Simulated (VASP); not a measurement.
# CsW (R-3m) in VASP: equation of state

How stiff is CsW in PBE, and what volume does it want? The cell is scaled to several volumes.

Program: VASP 6.6.1. These are calculated values, not measurements. Logs are shortened: lines on timing, memory, paths and dates and some standing lists are left out, and cuts for length are marked.

## 1. Starting point

It takes space group R-3m (No. 166, trigonal). The conventional cell has a = 3.101 Å, b = 3.101 Å, c = 19.519 Å, α = 90.00°, β = 90.00°, γ = 120.00°. Cs (site symmetry -3m) is surrounded by 6 Cs at 3.10 Å. W (site symmetry -3m) has 6 W at 3.10 Å as nearest neighbours.

The cell was built by a generator and needn't be a form met in nature.

## 2. Equation of state, PBE, 25.47 Å³/atom (volume scaled by 0.94)

Input file INCAR:

```
SYSTEM = CsW
  ALGO = Normal
  EDIFF = 1E-7
  ENCUT = 520
  GGA = PE
  ISIF = 2
  ISMEAR = -1
  LASPH = .TRUE.
  LCHARG = .FALSE.
  LREAL = .FALSE.
  LWAVE = .FALSE.
  NBANDS = 18
  NELM = 80
  PREC = Accurate
  SIGMA = 0.05
```

Input file KPOINTS:

```
k-points
0
G
  10 10 10
  0 0 0
```

Input file POSCAR:

```
CsW
1.0
    1.5189658119      0.8769744638      6.3736672205
   -1.5189658119      0.8769744638      6.3736672205
    0.0000000000     -1.7539489277      6.3736672205
Cs W
1 1
Direct
    0.0000000000      0.0000000000      0.0000000000
    0.5000000000      0.5000000000      0.5000000000
```

Potentials or basis: VASP PAW PBE potentials, release 64 (Cs_sv, W_sv).

Started as:

```sh
$ cat potpaw_PBE.64/Cs_sv/POTCAR potpaw_PBE.64/W_sv/POTCAR > POTCAR
$ mpirun -np 1 vasp_std > vasp.out
```

OUTCAR:

```text
SYSTEM = CsW
   EDIFF = 1E-7
   ENCUT = 520
   GGA = PE
   ISIF = 2
   ISMEAR = -1
   LASPH = .TRUE.
   LREAL = .FALSE.
   NELM = 80
   PREC = Accurate

 Found    116 irreducible k-points:

 Following reciprocal coordinates:
            Coordinates               Weight
  0.000000  0.000000  0.000000      1.000000
  0.100000  0.000000  0.000000      6.000000
  0.200000  0.000000  0.000000      6.000000
  0.300000 -0.000000  0.000000      6.000000
  0.400000  0.000000 -0.000000      6.000000
  0.500000  0.000000  0.000000      3.000000
   k-points           NKPTS =    116   k-points in BZ     NKDIM =    116   number of bands    NBANDS=     18
   number of dos      NEDOS =    301   number of ions     NIONS =      2
   total plane-waves  NPLWV = 125000
   dimension x,y,z NGX =    50 NGY =   50 NGZ =   50
   dimension x,y,z NGXF=   100 NGYF=  100 NGZF=  100
   ions per type =               1   1
   NGX,Y,Z   is equivalent  to a cutoff of  12.57, 12.57, 12.57 a.u.
   NGXF,Y,Z  is equivalent  to a cutoff of  25.15, 25.15, 25.15 a.u.
 SYSTEM =  CsW
   PREC   = accura    normal or accurate (medium, high low for compatibility)
   ISTART =      0    job   : 0-new  1-cont  2-samecut
   ICHARG =      2    charge: 1-file 2-atom 10-const
   ISPIN  =      1    spin polarized calculation?
   LNONCOLLINEAR =      F non collinear calculations
   LSORBIT =      F    spin-orbit coupling
   LASPH  =      T    aspherical Exc in radial PAW
   ENCUT  =  520.0 eV  38.22 Ry    6.18 a.u.  12.29 12.29 12.29*2*pi/ulx,y,z
   NELM   =     80;   NELMIN=  2; NELMDL= -5     # of ELM steps
   EDIFF  = 0.1E-06   stopping-criterion for ELM
   LREAL  =      F    real-space projection
   EDIFFG = 0.1E-05   stopping-criterion for IOM
   NSW    =      0    number of steps for IOM
   IBRION =     -1    ionic relax: 0-MD 1-quasi-New 2-CG
   NFREE  =      0    steps in history (QN), initial steepest desc. (CG)
   ISIF   =      2    stress and relaxation
   ISYM   =      2    0-nonsym 1-usesym 2-fastsym
   POTIM  = 0.5000    time-step for ionic-motion
   TEBEG  =    0.0;   TEEND  =   0.0 temperature during run
   PSTRESS=    0.0 pullay stress
   NELECT =      23.0000    total number of electrons
   NUPDOWN=      -1.0000    fix difference up-down
   EMIN   =  10.00;   EMAX   =-10.00  energy-range for DOS
   EFERMI =   0.00;   METHOD = LEGACY
   ISMEAR =    -1;   SIGMA  =   0.05  broadening in eV -4-tet -1-fermi 0-gaus
   EFERMI_NEDOS =   21; number of points for ismear=-14 and -15
   IALGO  =     38    algorithm
   IMIX   =      4    mixing-type and parameters
     AMIX     =   0.40;   BMIX     =  1.00
     AMIX_MAG =   1.60;   BMIX_MAG =  1.00
  volume/ion in A,a.u.               =      25.47       171.89
  Fermi-wavevector in a.u.,A,eV,Ry     =   1.255911  2.373328 21.460644  1.577313
  Thomas-Fermi vector in A             =   2.389645
   LORBIT       =      0    0 simple, 1 ext, 2 COOP (PROOUT), +10 PAW based schemes
   GGA     = PE    functional components
   LHFCALC =     F    Hartree Fock is set to
   AEXX    =    0.0000 exact exchange contribution
   IVDW    =     0    specifies the selected vdW correction
   LEPSILON=     F    determine dielectric tensor
   LRPA    =     F    only Hartree local field effects (RPA)
 non-spin polarized calculation
  energy-cutoff  :      520.00
  volume of cell :       50.94
 maximum number of plane-waves:      1403
 NGX is ok and might be reduce to    50
   NGX = 25   NGY = 25   NGZ = 25

 number of electron      23.0000001 magnetization

 Free energy of the ion-electron system (eV)
  ---------------------------------------------------
  ext. energy  EPLUGINS =         0.00000000
  ---------------------------------------------------
  free energy    TOTEN  =        -8.94699700 eV

  energy without entropy =       -8.92278967  energy(sigma->0) =       -8.93489334

 E-fermi :   6.2582     XC(G=0): -11.0577

 val. band max:        6.2493232120   @ k =  -0.4000   0.3000   0.3000
 cond. band min:       6.2634004531   @ k =  -0.4000   0.1000   0.0000
 fundamental gap:      0.0140772411
 Fermi energy:         6.2582167216

 k-point     1 :       0.0000    0.0000    0.0000
  band No.  band energies     occupation
      1     -67.6438      2.00000
      2     -31.8536      2.00000
      3     -31.4839      2.00000
      4     -31.4839      2.00000
      5     -18.5971      2.00000
      6      -4.9788      2.00000
      7      -0.1363      2.00000
      8      -0.1363      2.00000
      9       0.3368      2.00000
     10       4.7868      2.00000
     11       6.4557      0.03780
     12       6.4557      0.03779
     13       8.5549      0.00000
     14       8.5550      0.00000
     15       8.7723      0.00000
     16       9.7634      0.00000
     17      11.7347      0.00000
     18      11.7347      0.00000

 k-point     2 :       0.1000    0.0000    0.0000
  band No.  band energies     occupation
      1     -67.6410      2.00000
      2     -31.8478      2.00000
      3     -31.5278      2.00000
      4     -31.4944      2.00000
      5     -18.4419      2.00000
      6      -4.8375      2.00000
      7      -1.1532      2.00000
      8      -0.3863      2.00000
      9       0.6743      2.00000
     10       4.9523      2.00000
     11       6.2006      1.51954
     12       6.7243      0.00018
     13       7.4943      0.00000
     14       8.4910      0.00000
     15       9.5931      0.00000
     16      10.2397      0.00000
     17      11.3138      0.00000
     18      12.3795      0.00000

 k-point     3 :       0.2000    0.0000    0.0000
  band No.  band energies     occupation
      1     -67.6337      2.00000
      2     -31.8327      2.00000
      3     -31.6413      2.00000
      4     -31.5217      2.00000
      5     -17.9994      2.00000
      6      -4.4357      2.00000
      7      -3.2767      2.00000
      8      -0.9635      2.00000
      9       1.5843      2.00000
     10       5.2522      2.00000
     11       5.8079      1.99975
     12       6.4710      0.02795
     13       7.4937      0.00000
     14       8.3074      0.00000
     15       8.7999      0.00000
     16       9.7007      0.00000
     17      12.9182      0.00000
     18      14.0477      0.00000

 k-point     4 :       0.3000   -0.0000    0.0000
  band No.  band energies     occupation
      1     -67.6248      2.00000
      2     -31.8140      2.00000
      3     -31.7792      2.00000
      4     -31.5553      2.00000
      5     -17.3553      2.00000
      6      -5.4545      2.00000
      7      -3.8549      2.00000
      8      -1.5672      2.00000
      9       2.6910      2.00000
     10       5.1485      2.00000
     11       5.6119      2.00000
     12       6.3444      0.30286
     13       7.6257      0.00000
     14       8.0760      0.00000
     15       8.3593      0.00000
     16       8.6368      0.00000
     17      12.8390      0.00000
     18      15.0391      0.00000

 k-point     5 :       0.4000    0.0000   -0.0000
  band No.  band energies     occupation
      1     -67.6176      2.00000
      2     -31.8888      2.00000
      3     -31.7988      2.00000
      4     -31.5823      2.00000
      5     -16.7108      2.00000
      6      -7.1063      2.00000
      7      -3.2834      2.00000
      8      -1.9935      2.00000
      9       3.1825      2.00000
     10       5.0810      2.00000
     11       5.7492      1.99992
     12       6.4817      0.02264
     13       6.9035      0.00000
     14       7.6233      0.00000
     15       7.8959      0.00000
     16       9.8386      0.00000
     17      12.7322      0.00000
     18      14.3494      0.00000

 k-point     6 :       0.5000    0.0000    0.0000
  band No.  band energies     occupation
      1     -67.6148      2.00000
      2     -31.9302      2.00000
      3     -31.7929      2.00000
      4     -31.5926      2.00000
      5     -16.4188      2.00000
      6      -7.7454      2.00000
      7      -3.0294      2.00000
      8      -2.1448      2.00000
      9       3.2086      2.00000
     10       4.9269      2.00000
     11       5.8296      1.99962
     12       6.5909      0.00258
     13       6.6172      0.00152
     14       7.8286      0.00000
     15       7.8526      0.00000
     16      10.4278      0.00000
     17      13.0283      0.00000
     18      13.6515      0.00000

 [... further k-points ...]

------------------------ aborting loop because EDIFF is reached ----------------------------------------

  FORCE on cell =-STRESS in cart. coord.  units (eV):
  Direction    XX          YY          ZZ          XY          YZ          ZX
  --------------------------------------------------------------------------------------
  -------------------------------------------------------------------------------------
  Total        2.2034920      2.2034877      0.9952213     -0.0000000     -0.0000000     -0.0000000
  in kB       69.3021128     69.3019774     31.3007448     -0.0000000     -0.0000000     -0.0000000
  external PRESSURE =      56.6349450 kB  Pullay stress =       0.0000000 kB

 VOLUME and BASIS-vectors are now :
 -----------------------------------------------------------------------------
  energy-cutoff  :      520.00
  volume of cell :       50.94
      direct lattice vectors                 reciprocal lattice vectors
     1.518965812  0.876974464  6.373667220     0.329171332  0.190047343  0.052298515
    -1.518965812  0.876974464  6.373667220    -0.329171332  0.190047343  0.052298515
     0.000000000 -1.753948928  6.373667220     0.000000000 -0.380094686  0.052298515

 POSITION                                       TOTAL-FORCE (eV/Angst)
 -----------------------------------------------------------------------------------
      0.00000      0.00000      0.00000        -0.000000     -0.000000      0.000000
      0.00000     -0.00000      9.56050         0.000000      0.000000     -0.000000
 -----------------------------------------------------------------------------------
    total drift:                                0.000000     -0.000000      0.000000

  FREE ENERGIE OF THE ION-ELECTRON SYSTEM (eV)
  ---------------------------------------------------
  free  energy   TOTEN  =        -8.9469969993 eV

  energy  without entropy=       -8.9227896715  energy(sigma->0) =       -8.93489334
```

Run time: 5.8 min. Hardware: 1 thread of Intel Xeon Platinum 8488C (Sapphire Rapids), shared host; peak memory 0.39 GiB.

What came out:

```yaml
Free_energy: -8.9470 eV
Pressure: 5.7 GPa
Band_gap_on_the_k_mesh: none (metal or under the smearing width)
```

## 3. Equation of state, PBE, 26.01 Å³/atom (volume scaled by 0.96)

Input file INCAR:

```
SYSTEM = CsW
PREC     = Accurate       ! precision mode
ENCUT    = 520            ! plane-wave cutoff, eV
EDIFF    = 1E-7           ! SCF threshold, eV
ISMEAR   = -1             ! smearing method
SIGMA    = 0.05           ! smearing width, eV
LREAL    = .FALSE.        ! projectors in reciprocal space
LASPH    = .TRUE.         ! aspherical terms in the spheres
NELM     = 100            ! most SCF steps
ALGO     = Normal         ! electronic algorithm
ISIF     = 2              ! what is computed and relaxed
LWAVE    = .FALSE.        ! write WAVECAR
LCHARG   = .FALSE.        ! write CHGCAR
GGA      = PE             ! functional
NBANDS   = 18             ! bands
```

Input file KPOINTS:

```
regular mesh
0
G
  10 10 10
  0 0 0
```

Input file POSCAR:

```
CsW
1.0
    1.5296631067      0.8831505438      6.4185536798
   -1.5296631067      0.8831505438      6.4185536798
    0.0000000000     -1.7663010876      6.4185536798
Cs W
1 1
Direct
    0.0000000000      0.0000000000      0.0000000000
    0.5000000000      0.5000000000      0.5000000000
```

Potentials or basis: VASP PAW PBE potentials, release 64 (Cs_sv, W_sv).

Started as:

```sh
$ cat potpaw_PBE.64/Cs_sv/POTCAR potpaw_PBE.64/W_sv/POTCAR > POTCAR
$ mpirun -np 1 vasp_std > vasp.out
```

It took 5.6 min on 1 thread of Intel Xeon Platinum 8488C (Sapphire Rapids), shared host; peak memory 0.4 GiB.

The run converged. Its results:

| Item | Value |
| --- | --- |
| Free energy | -8.9791 eV |
| Pressure | 3.8 GPa |
| Band gap on the k mesh | none (metal or under the smearing width) |

## 4. Equation of state, PBE, 26.55 Å³/atom (volume scaled by 0.98)

Input file INCAR:

```
ALGO = Normal ; EDIFF = 1E-7
ENCUT = 520 ; GGA = PE
ISIF = 2 ; ISMEAR = -1
LASPH = T ; LCHARG = F
LREAL = F ; LWAVE = F
NBANDS = 18 ; NELM = 80
PREC = Accurate ; SIGMA = 0.05
```

Input file KPOINTS:

```
k-points
0
Gamma
  10 10 10
```

Input file POSCAR:

```
CsW
1.0
    1.5402128408      0.8892414297      6.4628209661
   -1.5402128408      0.8892414297      6.4628209661
    0.0000000000     -1.7784828594      6.4628209661
Cs W
1 1
Direct
    0.0000000000      0.0000000000      0.0000000000
    0.5000000000      0.5000000000      0.5000000000
```

Started as:

```sh
$ cat potpaw_PBE.64/Cs_sv/POTCAR potpaw_PBE.64/W_sv/POTCAR > POTCAR
$ mpirun -np 1 vasp_std > vasp.out
```

Run time: 5.9 min. Hardware: 1 thread of Intel Xeon Platinum 8488C (Sapphire Rapids), shared host; peak memory 0.4 GiB.

Results (log left out):

```
Free energy            : -8.9993 eV
Pressure               : 2.1 GPa
Band gap on the k mesh : none (metal or under the smearing width)
```

## 5. Equation of state, PBE, 27.64 Å³/atom (volume scaled by 1.02)

Input file INCAR:

```
PREC     = Accurate       # precision mode
ENCUT    = 520            # plane-wave cutoff, eV
EDIFF    = 1E-7           # SCF threshold, eV
ISMEAR   = -1             # smearing method
SIGMA    = 0.05           # smearing width, eV
LREAL    = F              # projectors in reciprocal space
LASPH    = T              # aspherical terms in the spheres
NELM     = 60             # most SCF steps
ALGO     = Normal         # electronic algorithm
ISIF     = 2              # what is computed and relaxed
LWAVE    = F              # write WAVECAR
LCHARG   = F              # write CHGCAR
GGA      = PE             # functional
NBANDS   = 18             # bands
```

Input file KPOINTS:

```
regular mesh
0
Gamma
  10 10 10
```

Input file POSCAR:

```
CsW
1.0
    1.5608893059      0.9011789807      6.5495805935
   -1.5608893059      0.9011789807      6.5495805935
    0.0000000000     -1.8023579615      6.5495805935
Cs W
1 1
Direct
    0.0000000000      0.0000000000      0.0000000000
    0.5000000000      0.5000000000      0.5000000000
```

Started as:

```sh
$ cat potpaw_PBE.64/Cs_sv/POTCAR potpaw_PBE.64/W_sv/POTCAR > POTCAR
$ mpirun -np 1 vasp_std > vasp.out
```

It took 7.5 min on 1 thread of Intel Xeon Platinum 8488C (Sapphire Rapids), shared host; peak memory 0.45 GiB.

Results (log left out):

| Quantity | Value |
| --- | --- |
| Free energy | -9.0089 eV |
| Pressure | -0.7 GPa |
| Band gap on the k mesh | none (metal or under the smearing width) |

(Part 1 of 2 ends here.)
